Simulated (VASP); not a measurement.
Computed with PBE GGA, VASP's PBE PAW potentials (set 64) (plane waves; VASP).

VASP ran on this input.

POSCAR:
```
FeAl
1
    2.9100000000     0.0000000000     0.0000000000
    0.0000000000     2.9100000000     0.0000000000
    0.0000000000     0.0000000000     2.9100000000
Al Fe
1 1
Direct
  0.4922900000   0.5006810000   0.5052760000
  0.0077100000  -0.0006810000  -0.0052760000
```

**KPOINTS**
```
Automatic mesh
0
Gamma
6 6 6
0 0 0
```

**INCAR**
```
! general
SYSTEM   =  FeAl
PREC     =  Accurate
ENCUT    =  300   ! plane-wave cut-off (eV)
LREAL    =  .FALSE.   ! projection in real space or not
LASPH    =  .TRUE.

! electronic loop
EDIFF    =  1E-6
NELM     =  100   ! most electronic steps
ALGO     =  Normal   ! blocked Davidson
LMAXMIX  =  4   ! l cut-off of mixed one-centre charges

! smearing
ISMEAR   =  0   ! Gaussian
SIGMA    =  0.136

! functional
GGA      =  PE

! ions
ISIF     =  2   ! forces and stress, cell fixed

! output
LWAVE    =  .FALSE.
LCHARG   =  .FALSE.
```

POTCAR, in this order: Al Fe (PBE.64 set). Program: vasp_std.

At this cut-off the stress carries a Pulay error, which pulls relaxed volumes low. Gaps are read on the run's mesh, which can miss a band edge.

Problem. Estimate the energy per atom (σ→0), pressure, largest force, band gap (on the k-mesh).

Solution. 
```yaml
energy per atom (σ→0): -6.291 eV/atom
band gap (on the k-mesh): none (metal, semimetal or under 0.01 eV)
pressure: -6.91 GPa
largest_force: 0.380 eV/Å
```

**OSZICAR**
```
...
DAV:   7    -0.126127547377E+02    0.42458E+01   -0.39025E+01  2280   0.785E+01    0.240E+00
DAV:   8    -0.126128582093E+02   -0.10347E-03   -0.45096E-01  2188   0.534E+00    0.145E+00
DAV:   9    -0.125974057558E+02    0.15452E-01   -0.81856E-02  2341   0.412E+00    0.420E-01
DAV:  10    -0.125963532675E+02    0.10525E-02   -0.44517E-03  2540   0.900E-01    0.146E-01
DAV:  11    -0.125963492120E+02    0.40555E-05   -0.69430E-05  2644   0.950E-02    0.470E-02
DAV:  12    -0.125963340535E+02    0.15158E-04   -0.81626E-05  2480   0.122E-01    0.479E-03
DAV:  13    -0.125963339188E+02    0.13471E-06   -0.85180E-07  1135   0.881E-03
   1 F= -.12596334E+02 E0= -.12582271E+02  d E =-.281261E-01
```

The structure is a typed FeAl crystal. The cell was not relaxed at this level, atoms are displaced from their ideal sites. The k-mesh is coarse (spacing up to 0.36 per Å, 2π included), so the numbers may not be converged in it. The run is one of a series of settings (KPOINTS 6×6×6 Γ-centred mesh against the base run), some of them coarse on purpose. The run is not spin-polarised, so no magnetic state was tried. The electron count is odd and the run is not spin-polarised, which forces a metal.
